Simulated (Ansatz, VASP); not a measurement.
# Sn17H12 (Sn wire along [110], 17 atoms a period, H-terminated) in two plane-wave programs

Aim: how closely do two programs agree when they are given the same cell, functional and k mesh? The cell is taken from a series of runs on this material, whose earlier steps may have relaxed, scaled, displaced or heated it; both programs get it as it stands.

Method: plane waves, with VASP 6.6.1 beside it; single point at PBE, in Ansatz 0.2.0.

### Step 1. The structure

The cell holds 29 atoms: 12 H and 17 Sn. Its edges and angles: a = 22.121 Å, b = 19.062 Å, c = 4.714 Å, α = 90.0°, β = 90.0°, γ = 90.0°. Vacuum lies along a and b. The structure's axis is c.

### Step 2. VASP: single point, PBE

With cell and atoms fixed, the geometry can't cause a difference; cores, projectors, grids and the points listed under the comparison can.

Lines of VASP's logs that name or quote its potential files are left out, and so is its time.

INCAR

```
SYSTEM = Sn17H12
PREC = Accurate
ENCUT = 400
EDIFF = 1E-06
NELM = 120
ISMEAR = -1
SIGMA = 0.05
LREAL = .FALSE.
ALGO = Normal
GGA = PE
NBANDS = 148
LORBIT = 11
LWAVE = .FALSE.
LCHARG = .FALSE.
ISIF = 2
LASPH = .TRUE.
GGA_COMPAT = .FALSE.
EFERMI = MIDGAP
KPAR = 4
```

POSCAR

```
Sn17H12
1.0
   22.1210000000      0.0000000000      0.0000000000
    0.0000000000     19.0620000000      0.0000000000
    0.0000000000      0.0000000000      4.7141835856
H Sn
12 17
Direct
    0.1555357740      0.5728180180      0.0000000000
    0.4555832580      0.8176565060      0.0000000000
    0.7682187590      0.6954925230      0.0000000000
    0.8448466320      0.5000000000      0.2946558540
    0.3064855200      0.3054065820      0.5000000000
    0.3064855200      0.6945934180      0.5000000000
    0.6194392890      0.1822245160      0.5000000000
    0.6194392890      0.8177754840      0.5000000000
    0.8448466320      0.5000000000      0.7053441460
    0.1555357740      0.4271819820      0.0000000000
    0.4555832580      0.1823434940      0.0000000000
    0.7682187590      0.3045074770      0.0000000000
    0.2026043380      0.5000000000      0.0000000000
    0.4253602510      0.6223322330      0.0000000000
    0.5012893010      0.7431820970      0.0000000000
    0.5002829160      0.5000000000      0.0000000000
    0.7230349440      0.6205654210      0.0000000000
    0.7981597140      0.5000000000      0.0000000000
    0.2749760030      0.5000000000      0.5000000000
    0.3518574160      0.3802500880      0.5000000000
    0.3518574160      0.6197499120      0.5000000000
    0.5737164150      0.2566980610      0.5000000000
    0.5737164150      0.7433019390      0.5000000000
    0.5749868510      0.5000000000      0.5000000000
    0.6496570280      0.3773902340      0.5000000000
    0.6496570280      0.6226097660      0.5000000000
    0.4253602510      0.3776677670      0.0000000000
    0.5012893010      0.2568179030      0.0000000000
    0.7230349440      0.3794345790      0.0000000000
```

KPOINTS

```
Automatic mesh
0
Gamma
1 1 17
0 0 0
```

PAW data sets: H and Sn_d (PBE family, release 64).

The run is started by

```console
$ mpirun -np 4 vasp_std
```

Numbers of over 12 decimals in the logs are rounded to 6 here.

The log of the run:

```text
[banner, memory and clock lines left out]
running    4 mpi-ranks, on    1 nodes
 distrk:  each k-point on    1 cores,    4 groups
 distr:  one band on    1 cores,    1 groups

 POSCAR found type information on POSCAR H Sn
 POSCAR found :  2 types and      29 ions
|                                                                             |
|               ----> ADVICE to this user running VASP <----                  |
|                                                                             |
|     You have a (more or less) 'large supercell' and for larger cells it     |
|     might be more efficient to use real-space projection operators.         |
|     Therefore, try LREAL= Auto in the INCAR file.                           |
|     Mind: For very accurate calculation, you might also keep the            |
|     reciprocal projection scheme (i.e. LREAL=.FALSE.).                      |
|                                                                             |

 LDA part: xc-table for (Slater+PW92), standard interpolation
 POSCAR, INCAR and KPOINTS ok, starting setup
 FFT: planning ... GRIDC
 FFT: planning ... GRID_SOFT
 FFT: planning ... GRID
 WAVECAR not read
 entering main loop
       N       E                     dE             d eps       ncg     rms          rms(c)
DAV:   1     0.199672464559E+04    0.19967E+04   -0.10607E+05  3440   0.133E+03
DAV:   2     0.115369674342E+03   -0.18814E+04   -0.18412E+04  2976   0.352E+02
DAV:   3    -0.935670255162E+02   -0.20894E+03   -0.20754E+03  2976   0.155E+02
DAV:   4    -0.104056259144E+03   -0.10489E+02   -0.10446E+02  3088   0.384E+01
DAV:   5    -0.104441938160E+03   -0.38568E+00   -0.38554E+00  3456   0.661E+00    0.139E+01
DAV:   6    -0.101382059168E+03    0.30599E+01   -0.18034E+00  3400   0.662E+00    0.779E+00
DAV:   7    -0.100676634976E+03    0.70542E+00   -0.67347E+00  2976   0.842E+00    0.196E+00
DAV:   8    -0.100625274710E+03    0.51360E-01   -0.10530E+00  3008   0.578E+00    0.997E-01
DAV:   9    -0.100638180331E+03   -0.12906E-01   -0.23150E-01  3456   0.162E+00    0.469E-01
DAV:  10    -0.100636181740E+03    0.19986E-02   -0.28986E-02  3368   0.795E-01    0.219E-01
DAV:  11    -0.100635861394E+03    0.32035E-03   -0.12279E-02  3064   0.470E-01    0.820E-02
DAV:  12    -0.100636491516E+03   -0.63012E-03   -0.32546E-03  3432   0.181E-01    0.622E-02
DAV:  13    -0.100637189471E+03   -0.69796E-03   -0.68874E-04  2840   0.116E-01    0.305E-02
DAV:  14    -0.100637656632E+03   -0.46716E-03   -0.21861E-04  3000   0.736E-02    0.232E-02
[...]
DAV:  20    -0.100639814447E+03   -0.77763E-04   -0.40702E-06  2024   0.545E-03    0.961E-04
DAV:  21    -0.100639838765E+03   -0.24318E-04   -0.13188E-06  2064   0.445E-03    0.608E-04
DAV:  22    -0.100639854247E+03   -0.15482E-04   -0.43643E-07  1944   0.241E-03    0.399E-04
DAV:  23    -0.100639865732E+03   -0.11485E-04   -0.31012E-07  1864   0.166E-03    0.392E-04
DAV:  24    -0.100639870041E+03   -0.43090E-05   -0.94395E-08  1832   0.170E-03    0.305E-04
DAV:  25    -0.100639873832E+03   -0.37906E-05   -0.12050E-07  1804   0.113E-03    0.147E-04
DAV:  26    -0.100639874881E+03   -0.10496E-05   -0.48989E-08  1780   0.867E-04    0.164E-04
DAV:  27    -0.100639875056E+03   -0.17487E-06   -0.12312E-08  1672   0.673E-04
   1 F= -.10063988E+03 E0= -.10063986E+03  d E =-.399686E-04
```

Parts of OUTCAR (step 2):

```text
ion  position               nearest neighbor table
   1  0.156  0.573  0.000-  13 1.74
   2  0.456  0.818  0.000-  15 1.74
   3  0.768  0.695  0.000-  17 1.74
   4  0.845  0.500  0.295-  18 1.73
   5  0.306  0.305  0.500-  20 1.74
   6  0.306  0.695  0.500-  21 1.74
   7  0.619  0.182  0.500-  22 1.74
   8  0.619  0.818  0.500-  23 1.74
   9  0.845  0.500  0.705-  18 1.73
  10  0.156  0.427  0.000-  13 1.74
  11  0.456  0.182  0.000-  28 1.74
  12  0.768  0.305  0.000-  29 1.74
  13  0.203  0.500  0.000-   1 1.74  10 1.74  19 2.85  19 2.85
  14  0.425  0.622  0.000-  15 2.85  16 2.86  21 2.86  21 2.86
  15  0.501  0.743  0.000-   2 1.74  23 2.85  23 2.85  14 2.85
  16  0.500  0.500  0.000-  14 2.86  27 2.86  24 2.88  24 2.88
  17  0.723  0.621  0.000-   3 1.74  18 2.84  26 2.86  26 2.86
  18  0.798  0.500  0.000-   4 1.73   9 1.73  17 2.84  29 2.84
  19  0.275  0.500  0.500-  20 2.85  21 2.85  13 2.85  13 2.85
  20  0.352  0.380  0.500-   5 1.74  19 2.85  27 2.86  27 2.86
  21  0.352  0.620  0.500-   6 1.74  19 2.85  14 2.86  14 2.86
  22  0.574  0.257  0.500-   7 1.74  25 2.85  28 2.85  28 2.85
  23  0.574  0.743  0.500-   8 1.74  26 2.85  15 2.85  15 2.85
  24  0.575  0.500  0.500-  25 2.86  26 2.86  16 2.88  16 2.88
  25  0.650  0.377  0.500-  22 2.85  24 2.86  29 2.86  29 2.86
  26  0.650  0.623  0.500-  23 2.85  24 2.86  17 2.86  17 2.86
  27  0.425  0.378  0.000-  28 2.85  16 2.86  20 2.86  20 2.86
  28  0.501  0.257  0.000-  11 1.74  22 2.85  22 2.85  27 2.85
  29  0.723  0.379  0.000-  12 1.74  18 2.84  25 2.86  25 2.86

  LATTYP: Found a simple orthorhombic cell.
 ALAT       =     4.7141835856
 B/A-ratio  =     4.0435421434
 C/A-ratio  =     4.6924349887

 Subroutine GETGRP returns: Found  4 space group operations
 (whereof  4 operations were pure point group operations)

The static configuration has the point symmetry C_2v.

 Found      9 irreducible k-points:

   k-points           NKPTS =      9   k-points in BZ     NKDIM =      9   number of bands    NBANDS=    148

   dimension x,y,z NGX =   144 NGY =  126 NGZ =   32
   dimension x,y,z NGXF=   288 NGYF=  252 NGZF=   64

   ENCUT  =  400.0 eV  29.40 Ry    5.42 a.u.  36.07 31.09  7.69*2*pi/ulx,y,z

   NELECT =     250.0000    total number of electrons

 k-points in reciprocal lattice and weights: Automatic mesh
   0.00000000  0.00000000  0.00000000       0.059
   0.00000000  0.00000000  0.05882353       0.118
   0.00000000  0.00000000  0.11764706       0.118
   0.00000000  0.00000000  0.17647059       0.118
   0.00000000  0.00000000  0.23529412       0.118
   0.00000000  0.00000000  0.29411765       0.118
   0.00000000  0.00000000  0.35294118       0.118
   0.00000000  0.00000000  0.41176471       0.118
   0.00000000  0.00000000  0.47058824       0.118

 average (electrostatic) potential at core
       1 -38.0650       2 -38.0844       3 -38.0528       4 -38.0964       5 -38.0595
       6 -38.0595       7 -38.0832       8 -38.0832       9 -38.0964      10 -38.0650
      11 -38.0844      12 -38.0528      13-108.3510      14-108.4309      15-108.4000
      16-108.4351      17-108.3729      18-108.2709      19-108.4235      20-108.3967
      21-108.3967      22-108.4000      23-108.4000      24-108.4334      25-108.4231
      26-108.4231      27-108.4309      28-108.4000      29-108.3729

 E-fermi :  -1.3851

 k-point     1 :       0.0000    0.0000    0.0000
  band No.  band energies     occupation
    ...
    121      -2.5115      2.00000
    122      -2.5075      2.00000
    123      -2.3851      2.00000
    124      -2.1057      2.00000
    125      -1.7796      1.99925
    126      -0.9895      0.00073
    127      -0.7702      0.00001
    128      -0.7670      0.00001
    129      -0.6452      0.00000
    130      -0.4804      0.00000
    ...

 k-point     2 :       0.0000    0.0000    0.0588
  band No.  band energies     occupation
    ...
    121      -2.6684      2.00000
    122      -2.5256      2.00000
    123      -2.2985      2.00000
    124      -2.2892      2.00000
    125      -2.0734      2.00000
    126      -0.6929      0.00000
    127      -0.5745      0.00000
    128      -0.5676      0.00000
    129      -0.4116      0.00000
    130      -0.3261      0.00000
    ...

 k-point     3 :       0.0000    0.0000    0.1176
  band No.  band energies     occupation
    ...
    121      -2.7305      2.00000
    122      -2.5638      2.00000
    123      -2.5402      2.00000
    124      -2.4648      2.00000
    125      -2.2940      2.00000
    126      -0.2825      0.00000
    127      -0.1706      0.00000
    128      -0.1661      0.00000
    129      -0.0199      0.00000
    130       0.0468      0.00000
    ...

  Total       -1.1401613     -1.0534097     -1.0038938      0.0000000      0.0000000      0.0000000
  in kB       -0.9189612     -0.8490401     -0.8091306      0.0000000      0.0000000      0.0000000
  external PRESSURE =      -0.8590439 kB  Pullay stress =       0.0000000 kB

  energy-cutoff  :      400.00
  volume of cell :     1987.83
      direct lattice vectors                 reciprocal lattice vectors
    22.121000000  0.000000000  0.000000000     0.045205913  0.000000000  0.000000000
     0.000000000 19.062000000  0.000000000     0.000000000  0.052460392  0.000000000
     0.000000000  0.000000000  4.714183586     0.000000000  0.000000000  0.212125808

 POSITION                                       TOTAL-FORCE (eV/Angst)
 -----------------------------------------------------------------------------------
      3.44061     10.91906      0.00000         0.011688     -0.010357     -0.000000
     10.07796     15.58617      0.00000         0.008920     -0.011238     -0.000000
     16.99377     13.25748      0.00000        -0.009665     -0.011690     -0.000000
     18.68885      9.53100      1.38906        -0.011815     -0.000000     -0.006990
      6.77977      5.82166      2.35709         0.012707      0.011443     -0.000000
      6.77977     13.24034      2.35709         0.012707     -0.011443     -0.000000
     13.70262      3.47356      2.35709        -0.008483      0.011568      0.000000
     13.70262     15.58844      2.35709        -0.008483     -0.011568     -0.000000
     18.68885      9.53100      3.32512        -0.011815     -0.000000      0.006990
      3.44061      8.14294      0.00000         0.011688      0.010357     -0.000000
     10.07796      3.47583      0.00000         0.008920      0.011238     -0.000000
     16.99377      5.80452      0.00000        -0.009665      0.011690      0.000000
      4.48181      9.53100      0.00000        -0.015570     -0.000000     -0.000000
      9.40939     11.86290      0.00000        -0.003239      0.002276     -0.000000
     11.08902     14.16654      0.00000        -0.008138      0.010136     -0.000000
     11.06676      9.53100      0.00000         0.005875     -0.000000     -0.000000
     15.99426     11.82922      0.00000         0.005766      0.010297     -0.000000
     17.65609      9.53100      0.00000         0.020759     -0.000000     -0.000000
      6.08274      9.53100      2.35709        -0.008395     -0.000000     -0.000000
      7.78344      7.24833      2.35709        -0.005801     -0.009685     -0.000000
      7.78344     11.81367      2.35709        -0.005801      0.009685     -0.000000
     12.69118      4.89318      2.35709         0.005123     -0.007766     -0.000000
     12.69118     14.16882      2.35709         0.005123      0.007766     -0.000000
     12.71928      9.53100      2.35709        -0.003688     -0.000000     -0.000000
     14.37106      7.19381      2.35709         0.003445     -0.000403     -0.000000
     14.37106     11.86819      2.35709         0.003445      0.000403      0.000000
      9.40939      7.19910      0.00000        -0.003239     -0.002276     -0.000000
     11.08902      4.89546      0.00000        -0.008138     -0.010136      0.000000
     15.99426      7.23278      0.00000         0.005766     -0.010297     -0.000000
 -----------------------------------------------------------------------------------
    total drift:                               -0.011962      0.000000      0.000025

  FREE ENERGIE OF THE ION-ELECTRON SYSTEM (eV)
  ---------------------------------------------------
  free  energy   TOTEN  =      -100.6398750562 eV

  energy  without entropy=     -100.6398350876  energy(sigma->0) =     -100.63985507

 total charge
# of ion       s       p       d       tot
------------------------------------------
    1        0.516   0.008   0.000   0.524
    2        0.512   0.008   0.000   0.520
    3        0.512   0.008   0.000   0.521
    4        0.515   0.010   0.000   0.524
    5        0.512   0.008   0.000   0.521
    6        0.512   0.008   0.000   0.521
    7        0.512   0.008   0.000   0.520
    8        0.512   0.008   0.000   0.520
    9        0.515   0.010   0.000   0.524
   10        0.516   0.008   0.000   0.524
   11        0.512   0.008   0.000   0.520
   12        0.512   0.008   0.000   0.521
   13        1.108   1.317   9.997  12.422
   14        1.154   1.186   9.961  12.300
   15        1.129   1.255   9.978  12.362
   16        1.159   1.169   9.961  12.289
   17        1.128   1.255   9.978  12.361
   18        1.108   1.342   9.996  12.446
   19        1.146   1.208   9.960  12.313
   20        1.132   1.244   9.979  12.355
   21        1.132   1.244   9.979  12.355
   22        1.129   1.255   9.978  12.362
   23        1.129   1.255   9.978  12.362
   24        1.159   1.169   9.961  12.289
   25        1.151   1.189   9.961  12.301
   26        1.151   1.189   9.961  12.301
   27        1.154   1.186   9.961  12.300
   28        1.129   1.255   9.978  12.362
   29        1.128   1.255   9.978  12.361
--------------------------------------------------
tot         25.485  21.073 169.544 216.102

[... 3 further parts left out ...]
```

(Continued in part 2 of 2.)

[Lines on the potential files, build, host, timing and source positions are cut from VASP's logs without a mark.]

[Logs are printed without paths, hosts, clocks, repeated set-up lines and the standing remarks that a program may print on its own settings, such as how far it seeks lower states.]

[Hosts, paths, dates, database ids (printed as entryN), source tags and the programs' standing remarks are cut or masked in the printed files.]
